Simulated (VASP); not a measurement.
Input for VASP

**KPOINTS**
```
kpoints
0
G
  9 9 9
```

**POSCAR**
```
Cu3Au
7.587750
  0.5000000000   0.0000000000   0.0000000000
  0.0000000000   0.5000000000   0.0000000000
  0.0000000000   0.0000000000   0.5000000000
Cu Au
3 1
Direct
 -0.0008250000   0.5052430000   0.4903440000
  0.5002470000  -0.0074860000   0.5036510000
  0.5014100000   0.5052550000   0.0004880000
 -0.0008320000  -0.0030130000   0.0055170000
```

**INCAR**
```
ALGO = Normal
EDIFF = 1E-6
ENCUT = 300
GGA = PE
ISIF = 2
ISMEAR = 0
LASPH = .True.
LCHARG = .False.
LMAXMIX = 6
LREAL = .False.
LWAVE = .False.
NELM = 100
PREC = Accurate
SIGMA = 0.05
SYSTEM = Cu3Au
```

POTCAR, in this order: Cu Au (PBE.64 set). Program: vasp_std.

Translate this PBE calculation to Quantum ESPRESSO's pw.x.

One equivalent input (not run):
```
&CONTROL
  calculation = 'scf'
  pseudo_dir = './pseudo'
  outdir = './out'
  tprnfor = .true.
  tstress = .true.
/
&SYSTEM
  ibrav = 0
  nat = 4
  ntyp = 2
  ecutwfc = 92
  occupations = 'smearing'
  smearing = 'gaussian'
  degauss = 0.003675
  input_dft = 'pbe'
/
&ELECTRONS
  conv_thr = 7.3e-08
  electron_maxstep = 100
/
ATOMIC_SPECIES
  Cu 63.546 Cu.upf
  Au 196.967 Au.upf
CELL_PARAMETERS angstrom
     3.7938750    0.0000000    0.0000000
     0.0000000    3.7938750    0.0000000
     0.0000000    0.0000000    3.7938750
ATOMIC_POSITIONS crystal
  Cu  -0.0008250  0.5052430  0.4903440
  Cu   0.5002470 -0.0074860  0.5036510
  Cu   0.5014100  0.5052550  0.0004880
  Au  -0.0008320 -0.0030130  0.0055170
K_POINTS automatic
  9 9 9 0 0 0
```
What does not carry over: the potentials are each code's own (VASP's PAW set, PseudoDojo norm-conserving files in pw.x), so ENCUT and ecutwfc are chosen apart and not converted; conv_thr bounds pw.x's estimated SCF error, while EDIFF bounds the energy change between steps.

The structure is a typed Cu3Au crystal (Pm-3m). The cell was not relaxed at this level, atoms are displaced from their ideal sites.
